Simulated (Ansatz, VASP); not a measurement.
# SiTe2: VASP beside Ansatz, part 2 of 2

One calculation is typed for both programs; each brings its own data sets. How far apart do they land? The cell is taken from a series of runs on this material, whose earlier steps may have relaxed, scaled, displaced or heated it; both programs get it as it stands.

VASP 6.6.1 and Ansatz 0.2.0.

So far: Set-up; VASP: zone-centre phonons, PBEsol.

### Step 3. Ansatz: zone-centre phonons, PBEsol

Level of this step: Ansatz beside VASP: Kohn-Sham DFT, plane waves, PBEsol (Ansatz).

Ansatz runs on its PAW soft_1 files.

The same cell, functional, mesh and smearing now go to Ansatz, which takes its cutoff from its data sets.

input.yaml

```yaml
crystal:
  lattice:
    - [3.6274177137, 0.0, 0.0]
    - [-1.8137088568, 3.2385937012, 0.0]
    - [0.0, 0.0, 30.424]
  atoms:
    - { symbol: Si, position: [0.0, 0.0, 0.328687878] }
    - { symbol: Te, position: [0.330741882, 0.6614837639, 0.382232404] }
    - { symbol: Te, position: [0.669258118, 0.3385162361, 0.275143352] }
  periodic: [true, true, false]
kpoints:
  mp_grid: { grid: [15, 15, 1] }
hamiltonian:
  xc: pbesol
  pseudopotentials: { kind: paw, azcp: { folder: soft_1 }, xc_functional: pbe }
scf:
  occupations: { method: methfessel_paxton, width: 0.2 }
output:
  eigenvalues: true
phonons:
  method: dfpt
```

On the command line:

```console
$ ansatz run input.yaml --threads 8 --pin off --max-ram 16384MiB --backend cpu --events-out ev --progress --plain --runs-dir out
```

Numbers of over 12 decimals in the logs are rounded to 6 here.

The log of the run:

```text
Warning: crystal.symmetry: narrowed to the stabiliser of the run's FFT grids — unitary ops 4 → 2. A phonons.method: dfpt run fills in the rows of the dynamical matrix that it does not solve by its symmetry operations, which is exact only for operations that map its FFT grids onto themselves: filled in by any other, the frequencies could depend on the order in which like atoms are typed, or, by more than the grids' own error, on where the crystal sits among the grids' points. Excluded: 2 operations. The run can therefore solve more perturbations, solve them on more k-points, or both, and cost more. [rest of the remark cut]
Engine: ansatz 0.2.0, aarch64-unknown-linux-gnu
Pseudopotentials: kind: paw
Pseudopotential: Si, paw, valence charge 4, recommended cutoff 420 eV (normal), soft_1/Si.paw.azcp
Pseudopotential: Te, paw, valence charge 16, recommended cutoff 420 eV (normal), soft_1/Te.paw.azcp
Functional definition: PBEsol
  exchange = pbesol_x
  correlation = pbesol_c
Crystal: 3 atoms, lattice volume = 357.413 Å³
Basis set: ecut = 420 eV, 6961 PW (Γ), exchange–correlation on 50×50×432 points (8 copies of the dense FFT grid, shifted against one another)
Bands: 22, of which v1, the nominal top of the filled ones, is band 18 counted from 1 (17 counted from 0)
Symmetry: 4 space group operations
k-points: 64 of 225 (irreducible under 2 space group operations, time reversal used)
Non-local potential: Si, projectors of the file, l = 0: 2, l = 1: 2, l = 2: 1
Non-local potential: Te, projectors of the file, l = 0: 2, l = 1: 2, l = 2: 2, l = 3: 1
PAW form: soft (Blöchl's): semilocal exchange-correlation on the pseudo side does not see the compensation charge
PAW frozen core: Si, regenerated for the run's functional, and the local potential with it (the file was generated under x = pbe(κ = 0.804, μ = 0.219515), c = pbe(β = 0.066725))
PAW frozen core: Te, regenerated for the run's functional, and the local potential with it (the file was generated under x = pbe(κ = 0.804, μ = 0.219515), c = pbe(β = 0.066725))
PAW one-centre angular grid: Si, 110 points (default); XC on 64 Gauss nodes
PAW one-centre angular grid: Te, 590 points (default); XC on 64 Gauss nodes
Initial density: superposition of atomic densities (neutral atoms: chi_scale 0, normalization atom)
Initial wavefunctions: pseudopotential atomic-orbital guess
Functional: x = pbesol(κ = 0.804, μ = 0.123457), c = pbesol(β = 0.046)
iter 1 solved again at ethr=1.91e-3 eV; its pass at ethr=3.10e-3 eV (dr2=6.89e-1 eV) is discarded
SCF iter   1: F=—  HF=-14424.689128 eV  |F-HF|=—  |Δ(HF+E_count)|=         —  Δρ=1.01e-2  dr2=7.03e-1  ethr=1.91e-3  ⟨swp⟩=1.6  Hψ=14270  notcnv=0
preconditioner: auto → LDOS  [metal: Δε(μ)=0.031 eV  Ē_g=8.700 eV  σ=0.200 eV  W_gap=0.13  n_scr=18 (ndim 8)  ℏωp=7.9 eV  f_vac=0.745  D(μ)=1.29/eV (n_scr^D=6)  β→1.0]
SCF iter   2: F=—  HF=-14424.617203 eV  |F-HF|=—  |Δ(HF+E_count)|=   7.19e-2  S|Δr|=    0.00e0  Δρ=4.81e-3  dr2=3.58e-1  ethr=1.91e-3  ⟨swp⟩=5.4  Hψ=4493  notcnv=0
SCF iter   3: F=—  HF=-14424.553215 eV  |F-HF|=—  |Δ(HF+E_count)|=   6.40e-2  S|Δr|=    0.00e0  Δρ=1.86e-3  dr2=2.87e-2  ethr=9.93e-4  ⟨swp⟩=4.3  Hψ=4329  notcnv=0
SCF iter   4: F=—  HF=-14424.546889 eV  |F-HF|=—  |Δ(HF+E_count)|=   6.33e-3  S|Δr|=    0.00e0  Δρ=2.42e-4  dr2=5.22e-4  ethr=7.97e-5  ⟨swp⟩=3.9  Hψ=3129  notcnv=0
SCF iter   5: F=—  HF=-14424.546819 eV  |F-HF|=—  |Δ(HF+E_count)|=   7.03e-5  S|Δr|=    0.00e0  Δρ=7.29e-5  dr2=3.09e-5  ethr=1.45e-6  ⟨swp⟩=3.8  Hψ=3243  notcnv=0
SCF iter   6: F=—  HF=-14424.546818 eV  |F-HF|=—  |Δ(HF+E_count)|=   9.45e-7  S|Δr|=    0.00e0  Δρ=1.25e-5  dr2=4.24e-7  ethr=8.57e-8  ⟨swp⟩=3.4  Hψ=3154  notcnv=0
SCF iter   7: F=—  HF=-14424.546862 eV  |F-HF|=—  |Δ(HF+E_count)|=   4.39e-5  S|Δr|=    0.00e0  Δρ=3.60e-6  dr2=4.68e-8  ethr=1.18e-9  ⟨swp⟩=3.6  Hψ=3295  notcnv=0
SCF iter   8: F=—  HF=-14424.546862 eV  |F-HF|=—  |Δ(HF+E_count)|=   3.39e-8  S|Δr|=    0.00e0  Δρ=7.87e-7  dr2=2.35e-9  ethr=1.30e-10  ⟨swp⟩=2.9  Hψ=2969  notcnv=0
SCF iter   9: F=—  HF=-14424.546862 eV  |F-HF|=—  |Δ(HF+E_count)|=   9.26e-9  S|Δr|=    0.00e0  Δρ=2.10e-7  dr2=1.42e-10  ethr=6.54e-12  ⟨swp⟩=3.5  Hψ=3488  notcnv=0
SCF iter  10: F=-14424.546862 eV  HF=-14424.546862 eV  |F-HF|=3.06e-10  |Δ(HF+E_count)|=   1.87e-9  S|Δr|=    0.00e0  Δρ=3.85e-8  dr2=4.38e-12  ethr=1.00e-12  ⟨swp⟩=17.4  Hψ=12122  notcnv=0
SCF 1 converged in 10 iterations: F = -14424.546862 eV  dr2 = 4.38e-12
  greatest PAW one-centre occupation: 0.998 electrons in one spin orbital (limit 2), on the Te atom at site 2 (counted from 0), in its partial waves of l = 2
DFPT response loops at Γ: preconditioner auto → none (partly filled bands, converged f_vac=0.750); β = 0.50; Broyden in place of MSR1
SCF converged after 10 iterations
Stability not checked: this state was not tested for a lower state beside it, because cold or Methfessel-Paxton smearing, or corrected tetrahedra, fill the levels in a way that the test cannot read (fill_not_monotonic; see scf.lower_state_search)
Free energy (F): -14424.546862 eV
Harris-Foulkes:  -14424.546862 eV  (|F-HF|=3.06e-10)
Internal energy: -14424.547705 eV  (E = F + TS)
E sigma→0 (E₀):  -14424.547073 eV
Entropy (-TS):   0.000843 eV (0.281 meV/atom)
Fermi energy:    -4.681248 eV
--- Per-component energies (eV) ---
  E_band       = -989.882690
  E_kinetic    = 388.476887
  E_local      = -60525.502717  (includes V_loc(G=0)·N_el)
  E_nonlocal   = 158.413030
  E_hartree    = 30017.832462
  E_xc         = -300.053710
  E_vxc        = -253.016901  (∫ρ·V_xc dr)
  E_paw        = -9684.558682  (= ΣΔE_a)
  E_vpaw       = -793.918011  (= ΣTr[D̂ρ^β])
  E_aug_tail   = 0.000209  (compensation charges beyond the density's cutoff)
  E_ewald      = 25520.063633
  E_core_change = 0.781183  (= ΣΔE_core)
  E_smearing   = 0.000843  (= −TS)
  E_closure    = -0.000000  (closes the sum)
  Σ components = -14424.546862   (vs F -14424.546862, Δ=0.00e0)
--- Band table (eV; the first three rows and the last of 64) ---
  k-point 0: bands = [... 14 lower, -5.2787, -4.9576, -4.6692, -4.4088, -3.0043, -1.5246 (-1.5246°), -1.1710, -1.1364]
  k-point 1: bands = [... 14 lower, -6.0247, -5.2411, -4.9221, -4.2646, -2.6190, -1.5459 (-1.5459°), -1.0983, -0.9378]
  k-point 2: bands = [... 14 lower, -6.8434, -5.7263, -5.7153, -4.1963, -2.5350, -1.5431 (-1.5431°), -0.8611, -0.4186]
  k-point 63: bands = [... 14 lower, -8.8300, -7.8875, -7.0058, -5.7603, -3.6284, -1.8369, -0.3419, 0.2776]
  ° read free of the cell's end (the report's vacuum.weakly_bound_levels)
--- Phonons (Γ-DFPT): 9 representative perturbations + reference, on 64 of 225 k-points (Σ response iterations 33) ---
  ASR residual: 2.057e-5 → 0.000e0 eV/Å²; symmetrization residual: 1.044e-5 eV/Å²
  The last average, over the group as it would stand without the narrowing to the FFT grids, took up to 8.216e-7 eV/Å² of the zone centre's force constants
  ASR residual per site (eV/Å²): 2.06e-5 1.52e-5 1.45e-5
  Γ frequencies (cm⁻¹): 0.00 0.00 0.00 84.74 86.74 149.12 209.16 217.54 306.11
  non-analytic LO–TO correction: not included (Born effective charges unavailable; polar crystals: no LO–TO splitting at Γ)
```

### Step 4. Side by side

Known differences besides the potentials themselves: Ansatz cuts the interaction across the vacuum, VASP repeats the sheet without a dipole correction; the data sets hold 36 valence electrons in Ansatz (on its PAW soft_1 files) and 16 in VASP; the cutoff is 420 eV in Ansatz and 500 eV in VASP; Ansatz makes its cores anew for this functional, VASP keeps those of its PBE data sets. Total energies have different zeros and are not compared.

The two programs side by side:

```tsv
quantity	Ansatz	VASP	difference
optical mode 1 (cm⁻¹)	84.7	85.5	-0.84 %
optical mode 2 (cm⁻¹)	86.7	87.7	-1.13 %
optical mode 3 (cm⁻¹)	149.1	150.1	-0.63 %
optical mode 4 (cm⁻¹)	209.2	212.6	-1.64 %
optical mode 5 (cm⁻¹)	217.5	220.9	-1.51 %
optical mode 6 (cm⁻¹)	306.1	309.2	-0.99 %
```

Modes are paired by rising frequency, not by their patterns, so a pair may set unlike modes beside each other; they are those without the splitting of longitudinal modes. Where the cell holds vacuum, a pressure given here is an average over it and none of the material.

### Step 5. Outcome

| Property | Result |
| --- | --- |
| r.m.s. difference of the optical zone-centre modes, each program's sorted by frequency (zone-centre phonons, PBEsol) | 2.4 cm⁻¹ |
| difference in optical mode 4 (zone-centre phonons, PBEsol) | -1.6 % |

In words: The r.m.s. difference of the optical zone-centre modes, each program's sorted by frequency is 2.4 cm⁻¹ (zone-centre phonons, PBEsol). The data sets hold unlike numbers of valence electrons (36 in Ansatz and 16 in VASP), so part of the differences may come from the potentials. Among the rows given in per cent, the largest difference of the zone-centre phonons, PBEsol pair is in optical mode 4, -1.6 %. Such differences can come from data sets, numerical settings and the points named under the comparisons, not from the functional's error against experiment.

[Lines on the potential files, build, host, timing and source positions are cut from VASP's logs without a mark.]

[Logs are printed without paths, hosts, clocks, repeated set-up lines and the standing remarks that a program may print on its own settings, such as how far it seeks lower states.]

[Hosts, paths, dates, database ids (printed as entryN), source tags and the programs' standing remarks are cut or masked in the printed files.]
